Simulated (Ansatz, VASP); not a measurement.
# SnO: VASP beside Ansatz, part 2 of 2

Wanted: the spread between two codes on one cell, functional and k mesh. The cell is generated by rule, not measured, and may not be a known phase. The cell is taken from a series of runs on this material, whose earlier steps may have relaxed, scaled, displaced or heated it; both programs get it as it stands.

VASP 6.6.1 and Ansatz 0.2.0.

So far: The starting structure; VASP: zone-centre phonons, PBEsol.

The structure was built from a prototype and need not be the compound's stable phase.

## 3. Ansatz: zone-centre phonons, PBEsol

Level of this step: Ansatz beside VASP: Kohn-Sham DFT, plane waves, PBEsol (Ansatz).

Ansatz runs on its default PAW (the set named soft_2) files.

The same cell, functional, mesh and smearing now go to Ansatz, which takes its cutoff from its data sets.

input.yaml reads:

```yaml
crystal:
  lattice:
    - [3.0805550157, 0.0, 0.0]
    - [0.0, 3.0805550157, 0.0]
    - [0.0, 0.0, 3.0805550157]
  atoms:
    - { symbol: Sn, position: [0.0, 0.0, 0.0] }
    - { symbol: O, position: [0.5, 0.5, 0.5] }
kpoints:
  mp_grid: { grid: [12, 12, 12] }
hamiltonian:
  xc: pbesol
scf:
  occupations: { method: methfessel_paxton, width: 0.15 }
output:
  eigenvalues: true
phonons:
  method: dfpt
  qmesh: [4, 4, 4]
  temperatures: { t_max: 1000, t_step: 50 }
  qpath:
    path:
      - [[0.0, 0.0, 0.0], [0.0, 0.5, 0.0], [0.5, 0.5, 0.0], [0.0, 0.0, 0.0], [0.5, 0.5, 0.5], [0.0, 0.5, 0.0]]
      - [[0.5, 0.5, 0.5], [0.5, 0.5, 0.0]]
    npoints: 10
```

The run is started by

```sh
$ ansatz run input.yaml --threads 4 --pin off --max-ram 7168MiB --backend cpu --events-out ev --progress --plain --runs-dir out
```

Numbers of over 12 decimals in the logs are rounded to 6 here.

The program printed:

```text
Engine: ansatz 0.2.0, aarch64-unknown-linux-gnu
Pseudopotentials: kind: paw
Pseudopotential: Sn, paw, valence charge 14, recommended cutoff 420 eV (normal), Sn.paw.azcp
Pseudopotential: O, paw, valence charge 6, recommended cutoff 420 eV (normal), O.paw.azcp
Functional definition: PBEsol
  exchange = pbesol_x
  correlation = pbesol_c
Crystal: 2 atoms, lattice volume = 29.234 Å³
Basis set: ecut = 420 eV, 587 PW (Γ), exchange–correlation on 48×48×48 points (8 copies of the dense FFT grid, shifted against one another)
Bands: 14, of which v1, the nominal top of the filled ones, is band 10 counted from 1 (9 counted from 0)
Symmetry: 48 space group operations
k-points: 84 of 1728
Non-local potential: Sn, projectors of the file, l = 0: 2, l = 1: 2, l = 2: 2, l = 3: 2
Non-local potential: O, projectors of the file, l = 0: 2, l = 1: 2, l = 2: 1
PAW form: soft (Blöchl's): semilocal exchange-correlation on the pseudo side does not see the compensation charge
PAW frozen core: Sn, regenerated for the run's functional, and the local potential with it (the file was generated under x = pbe(κ = 0.804, μ = 0.219515), c = pbe(β = 0.066725))
PAW frozen core: O, regenerated for the run's functional, and the local potential with it (the file was generated under x = pbe(κ = 0.804, μ = 0.219515), c = pbe(β = 0.066725))
PAW one-centre angular grid: Sn, 590 points (default); XC on 64 Gauss nodes
PAW one-centre angular grid: O, 110 points (default); XC on 64 Gauss nodes
Initial density: superposition of atomic densities (neutral atoms: chi_scale 0, normalization atom), corrected by the library's trained network
Initial wavefunctions: pseudopotential atomic-orbital guess
Functional: x = pbesol(κ = 0.804, μ = 0.123457), c = pbesol(β = 0.046)
SCF iter   1: F=—  HF=-6509.226150 eV  |F-HF|=—  |Δ(HF+E_count)|=         —  Δρ=1.13e-2  dr2=3.01e-2  ethr=1.77e-3  ⟨swp⟩=5.1  Hψ=5942  notcnv=0
preconditioner: auto → none  [insulator: Δε(μ)=0.265 eV  Ē_g=20.016 eV  σ=0.150 eV  W_gap=0.65  n_scr=6 (ndim 8)  ℏωp=30.7 eV  f_vac=0.000  D(μ)=0.16/eV (n_scr^D=0)  ε∞_Penn≈3.4]
SCF iter   2: F=—  HF=-6509.218242 eV  |F-HF|=—  |Δ(HF+E_count)|=   7.91e-3  S|Δr|=    0.00e0  Δρ=3.69e-3  dr2=4.11e-3  ethr=1.50e-4  ⟨swp⟩=1.6  Hψ=2008  notcnv=0
SCF iter   3: F=—  HF=-6509.217512 eV  |F-HF|=—  |Δ(HF+E_count)|=   7.30e-4  S|Δr|=    0.00e0  Δρ=5.21e-4  dr2=8.05e-5  ethr=2.06e-5  ⟨swp⟩=2.0  Hψ=1329  notcnv=0
SCF iter   4: F=—  HF=-6509.217506 eV  |F-HF|=—  |Δ(HF+E_count)|=   5.81e-6  S|Δr|=    0.00e0  Δρ=1.10e-4  dr2=2.49e-6  ethr=4.02e-7  ⟨swp⟩=1.7  Hψ=1301  notcnv=0
SCF iter   5: F=—  HF=-6509.217506 eV  |F-HF|=—  |Δ(HF+E_count)|=   2.40e-7  S|Δr|=    0.00e0  Δρ=1.05e-5  dr2=1.04e-8  ethr=1.24e-8  ⟨swp⟩=2.3  Hψ=1503  notcnv=0
SCF iter   6: F=—  HF=-6509.217506 eV  |F-HF|=—  |Δ(HF+E_count)|=   2.06e-8  S|Δr|=    0.00e0  Δρ=5.07e-7  dr2=4.83e-11  ethr=5.19e-11  ⟨swp⟩=2.0  Hψ=2006  notcnv=0
SCF iter   7: F=-6509.217506 eV  HF=-6509.217506 eV  |F-HF|=0.00e0  |Δ(HF+E_count)|=  2.64e-11  S|Δr|=    0.00e0  Δρ=1.19e-7  dr2=2.80e-12  ethr=1.00e-12  ⟨swp⟩=5.2  Hψ=4876  notcnv=0
SCF 1 converged in 7 iterations: F = -6509.217506 eV  dr2 = 2.80e-12
  greatest PAW one-centre occupation: 0.993 electrons in one spin orbital (limit 2), on the Sn atom at site 0 (counted from 0), in its partial waves of l = 2
Initial density: read from a saved state, or passed on in memory by an earlier SCF of this step, an earlier step, the calling program or the single point that the run made first
iter 1 solved again at ethr=7.25e-8 eV; its pass at ethr=3.10e-3 eV (dr2=1.45e-5 eV) is discarded
SCF iter   1: F=—  HF=-6509.217508 eV  |F-HF|=—  |Δ(HF+E_count)|=         —  Δρ=8.01e-7  dr2=1.56e-10  ethr=7.25e-8  ⟨swp⟩=3.0  Hψ=8851  notcnv=0
eigensolver tolerance schedule: the retry pair's looser diagonalisation over-reported the residual by 92925.45 of it (diagonalisation noise at an unbounded share of the residual, at the tolerance the schedule requests for it); recorded, not acted on — ethr = c·dr2/N_el stays at c = 1.0e-1
preconditioner: auto → none  [metal: Δε(μ)=0.082 eV  Ē_g=20.083 eV  σ=0.150 eV  W_gap=0.42  n_scr=6 (ndim 8)  ℏωp=30.7 eV  f_vac=0.000  D(μ)=0.16/eV (n_scr^D=0)]
SCF iter   2: F=—  HF=-6509.217506 eV  |F-HF|=—  |Δ(HF+E_count)|=   2.26e-6  S|Δr|=    0.00e0  Δρ=4.76e-7  dr2=5.27e-11  ethr=1.00e-12  ⟨swp⟩=3.0  Hψ=2452  notcnv=0
SCF iter   3: F=—  HF=-6509.217506 eV  |F-HF|=—  |Δ(HF+E_count)|=  7.28e-12  S|Δr|=    0.00e0  Δρ=2.62e-7  dr2=1.63e-11  ethr=1.00e-12  ⟨swp⟩=1.0  Hψ=1176  notcnv=0
SCF iter   4: F=-6509.217506 eV  HF=-6509.217506 eV  |F-HF|=7.28e-12  |Δ(HF+E_count)|=  5.46e-12  S|Δr|=    0.00e0  Δρ=1.76e-7  dr2=7.47e-12  ethr=1.00e-12  ⟨swp⟩=2.9  Hψ=3372  notcnv=0
SCF 2 converged in 4 iterations: F = -6509.217506 eV  dr2 = 7.47e-12
phonons: the bands overlap, so this run is a metal and interpolates without the dipole-dipole term. If the crystal is really an insulator or semiconductor, its LO-TO splitting is missing
NSCF: frozen V_eff on 84 k-points
NSCF: frozen V_eff on 196 k-points
DFPT response loops at q = (0, 0, 0) (fractional): preconditioner auto → Kerker (q_TF=auto, 2.561 Å⁻¹) (partly filled bands, converged f_vac=0.000); β = 1.00, the filter's whole step (`scf.mixing.beta` (0.50) is not read by the response loops under this deck's `scf.mixing.preconditioner`; to damp them name `kerker` or `kerker_dos`, under which they read `scf.mixing.beta`, and type it under 1.00, their step now; both keys bind the ground state too); Broyden in place of MSR1
NSCF: frozen V_eff on 1176 k-points
DFPT response loops at q = (0, 0, 0.25) (fractional): mixed as the last ones told, above
NSCF: frozen V_eff on 686 k-points
DFPT response loops at q = (0, 0, -0.5) (fractional): mixed as the last ones told, above
NSCF: frozen V_eff on 2016 k-points
DFPT response loops at q = (0, 0.25, 0.25) (fractional): mixed as the last ones told, above
NSCF: frozen V_eff on 1176 k-points
DFPT response loops at q = (0, 0.25, -0.5) (fractional): mixed as the last ones told, above
NSCF: frozen V_eff on 686 k-points
DFPT response loops at q = (0, -0.5, -0.5) (fractional): mixed as the last ones told, above
NSCF: frozen V_eff on 1872 k-points
DFPT response loops at q = (0.25, 0.25, 0.25) (fractional): mixed as the last ones told, above
NSCF: frozen V_eff on 2016 k-points
DFPT response loops at q = (0.25, 0.25, -0.5) (fractional): mixed as the last ones told, above
NSCF: frozen V_eff on 1176 k-points
DFPT response loops at q = (0.25, -0.5, -0.5) (fractional): mixed as the last ones told, above
NSCF: frozen V_eff on 392 k-points
DFPT response loops at q = (-0.5, -0.5, -0.5) (fractional): mixed as the last ones told, above
SCF converged after 7 iterations
Stability not checked: this state was not tested for a lower state beside it, because cold or Methfessel-Paxton smearing, or corrected tetrahedra, fill the levels in a way that the test cannot read (fill_not_monotonic; see scf.lower_state_search)
Free energy (F): -6509.217506 eV
Harris-Foulkes:  -6509.217506 eV  (|F-HF|=0.00e0)
Internal energy: -6509.217356 eV  (E = F + TS)
E sigma→0 (E₀):  -6509.217468 eV
Entropy (-TS):   -0.000149 eV (-0.075 meV/atom)
Fermi energy:    12.041925 eV
--- Per-component energies (eV) ---
  E_band       = -40.470142
  E_kinetic    = 358.626053
  E_local      = -890.229815  (includes V_loc(G=0)·N_el)
  E_nonlocal   = 17.175187
  E_hartree    = 524.160831
  E_xc         = -453.568530
  E_vxc        = -191.863827  (∫ρ·V_xc dr)
  E_paw        = -4212.367725  (= ΣΔE_a)
  E_vpaw       = -382.501788  (= ΣTr[D̂ρ^β])
  E_aug_tail   = 0.002315  (compensation charges beyond the density's cutoff)
  E_ewald      = -1853.335800
  E_core_change = 0.320128  (= ΣΔE_core)
  E_smearing   = -0.000149  (= −TS)
  E_closure    = -0.000000  (closes the sum)
  Σ components = -6509.217506   (vs F -6509.217506, Δ=0.00e0)
--- Band table (eV; the first three rows and the last of 84) ---
  k-point 0: bands = [... 6 lower, 4.4632, 9.2804, 9.2804, 9.2804, 19.9630, 19.9630, 20.2366, 20.2366]
  k-point 1: bands = [... 6 lower, 4.3587, 9.3107, 9.3291, 9.3291, 18.5207, 20.0460, 20.1909, 20.1909]
  k-point 2: bands = [... 6 lower, 4.0677, 9.4197, 9.4644, 9.4644, 16.9667, 20.0508, 20.0508, 20.2959]
  k-point 83: bands = [... 6 lower, 8.4427, 8.4427, 8.4427, 10.8772, 11.8214, 11.8214, 11.8214, 24.4953]
--- Phonons (Γ-DFPT): 2 representative perturbations + reference (Σ response iterations 7) ---
  ASR residual: 1.046e-4 → 0.000e0 eV/Å²; symmetrization residual: 3.010e-6 eV/Å²
  ASR residual per site (eV/Å²): 1.05e-4 7.05e-5
  Γ frequencies (cm⁻¹): -268.74 -268.74 -268.74 0.00 0.00 0.00
--- Phonons (arbitrary-q DFPT): 10 irreducible q on the 4×4×4 mesh ---
  q = [0.0000, 0.0000, 0.0000] (star 1, of the zone-centre solve; hermiticity 1.61e-6, symmetrization 5.22e-12): -268.74 -268.74 -268.74 -0.00 0.00 0.00
  q = [0.0000, 0.0000, 0.2500] (star 6, 4 solved perturbations in 1848 linear systems a pass and spin channel, the states on 588 of 1728 k-point pairs; hermiticity 3.61e-7, symmetrization 7.39e-13): -187.53 -187.53 -25.58 -25.58 130.41 268.00
  q = [0.0000, 0.0000, -0.5000] (star 3, 4 solved perturbations in 1078 linear systems a pass and spin channel, the states on 343 of 1728 k-point pairs; hermiticity 1.11e-14, symmetrization 2.55e-12): -96.45 -96.45 44.28 44.28 187.81 322.92
  q = [0.0000, 0.2500, 0.2500] (star 12, 4 solved perturbations in 3108 linear systems a pass and spin channel, the states on 1008 of 1728 k-point pairs; hermiticity 7.98e-7, symmetrization 3.70e-14): -264.84 -166.41 -57.28 105.38 118.78 255.00
  q = [0.0000, 0.2500, -0.5000] (star 12, 6 solved perturbations on 588 of 1728 k-point pairs; hermiticity 1.24e-7, symmetrization 2.19e-14): -153.44 -108.62 -104.74 -83.03 168.23 173.97
  q = [0.0000, -0.5000, -0.5000] (star 3, 4 solved perturbations in 1078 linear systems a pass and spin channel, the states on 343 of 1728 k-point pairs; hermiticity 2.45e-7, symmetrization 1.33e-13): -282.82 -282.82 -166.66 -121.00 146.77 146.77
  q = [0.2500, 0.2500, 0.2500] (star 8, 2 solved perturbations on 936 of 1728 k-point pairs; hermiticity 3.25e-7, symmetrization 4.72e-12): -122.85 -122.85 -95.53 111.46 111.46 158.01
  q = [0.2500, 0.2500, -0.5000] (star 12, 4 solved perturbations in 3108 linear systems a pass and spin channel, the states on 1008 of 1728 k-point pairs; hermiticity 4.90e-7, symmetrization 1.50e-12): -221.69 -145.98 44.16 143.47 157.14 203.72
  q = [0.2500, -0.5000, -0.5000] (star 6, 4 solved perturbations in 1848 linear systems a pass and spin channel, the states on 588 of 1728 k-point pairs; hermiticity 2.65e-7, symmetrization 5.24e-13): 28.82 55.53 55.53 162.26 164.28 164.28
  q = [-0.5000, -0.5000, -0.5000] (star 1, 2 solved perturbations on 196 of 1728 k-point pairs; hermiticity 7.05e-14, symmetrization 1.41e-11): 121.49 121.49 121.49 255.08 255.08 255.08
  sum rule: each row above includes the acoustic sum rule's correction from the zone centre's row sums; it moved no ω² by more than (1.09 cm⁻¹)²
  mesh force constants: q→R imaginary residual 3.40e-18; ASR residual 1.046e-4 → 0.000e0 eV/Å²; symmetrization residual 3.109e-15 eV/Å²
  interpolated dispersion: 62 rows × 6 modes
  density of states and harmonic sums: on the 20×20×20 q-mesh, interpolated from the force constants of a 4×4×4 supercell (no non-analytic term)
  largest difference from the sums on the solved wave vectors: F 1.81e-3 eV, S 3.20e-6 and C_V 1.78e-6 eV/K
  zero-point energy: 0.028993 eV/cell   skipped modes (ω ≤ 0): 791, of them read as no rigid motion or as one in doubt: 788 (2.793e0 modes/cell left out, lowest -282.82 cm⁻¹)   left out of the sums: 4.66e-1 of the cell's modes: C_V's classical limit lies that fraction below 3 k_B per atom; for a crystal, a wire or a layer, F and S can be off by more, and a phonons.interpolated_qmesh denser along its periods is the remedy for the sampling
```

Reading the cycles: dr2 is the Hartree energy of the density residual (eV), the measure of convergence; HF is the Harris–Foulkes estimate of the energy, which meets the free energy F at convergence.

## 4. Comparison

Known differences besides the potentials themselves: VASP's run holds the zone centre alone; the cutoff is 420 eV in Ansatz and 600 eV in VASP; Ansatz makes its cores anew for this functional, VASP keeps those of its PBE data sets. Total energies have different zeros and are not compared.

Both answers:

```
                                                   quantity  Ansatz    VASP  difference
optical mode 1 to 3 (imaginary, printed as negative) (cm⁻¹)  -268.7  -265.8        -3.0
```

Modes are paired by rising frequency, not by their patterns, so a pair may set unlike modes beside each other; they are those without the splitting of longitudinal modes.

## 5. What came out

```json
{
 "r.m.s. difference of the optical zone-centre modes, each program's sorted by frequency (zone-centre phonons, PBEsol)": "3.0 cm⁻¹"
}
```

In words: The r.m.s. difference of the optical zone-centre modes, each program's sorted by frequency is 3.0 cm⁻¹ (zone-centre phonons, PBEsol). Such differences can come from data sets, numerical settings and the points named under the comparisons, not from the functional's error against experiment.

[Lines on the potential files, build, host, timing and source positions are cut from VASP's logs without a mark.]

[Logs are printed without paths, hosts, clocks, repeated set-up lines and the standing remarks that a program may print on its own settings, such as how far it seeks lower states.]

[Hosts, paths, dates, database ids (printed as entryN), source tags and the programs' standing remarks are cut or masked in the printed files.]
